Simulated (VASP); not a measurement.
Here is the system:

```yaml
crystal:
  lattice:
    - [0.00000, 3.54607, 3.54607]
    - [3.54607, 0.00000, 3.54607]
    - [3.54607, 3.54607, 0.00000]
  atoms:
    - { symbol: Ca, position: [0.75000, 0.75000, 0.75000] }
    - { symbol: Ca, position: [0.25000, 0.25000, 0.25000] }
    - { symbol: Si, position: [0.00000, 0.00000, 0.00000] }
```

Computed with PBEsol GGA, VASP's PBE PAW potentials (set 64) (plane waves; VASP 6.6.1). Settings: 400 eV cut-off, Gaussian smearing of 0.050 eV, potentials Ca_sv Si.

Problem. Give the energies of bands 9 to 15 at the high-symmetry points, in eV from the valence-band maximum.

Solution. 
| band | Γ | X | U | L | W |
|---|---|---|---|---|---|
| 9 | -6.60 | -5.65 | -5.66 | -5.87 | -5.64 |
| 10 | -0.43 | -1.98 | -1.59 | -1.96 | -1.23 |
| 11 | -0.43 | 0.00 | -0.93 | -0.08 | -1.23 |
| 12 | -0.43 | 0.00 | -0.01 | -0.08 | -0.34 |
| 13 | 1.81 | 0.46 | 0.92 | 2.43 | 1.09 |
| 14 | 1.84 | 1.68 | 2.37 | 2.43 | 2.62 |
| 15 | 1.84 | 2.65 | 2.82 | 2.71 | 2.62 |

The gap is direct, 0.46 eV, from the valence maximum at X to the conduction minimum at X.

The structure comes from a computed database's Ca2Si entry (Fm-3m); how it stands against other phases isn't given here. It was relaxed first.
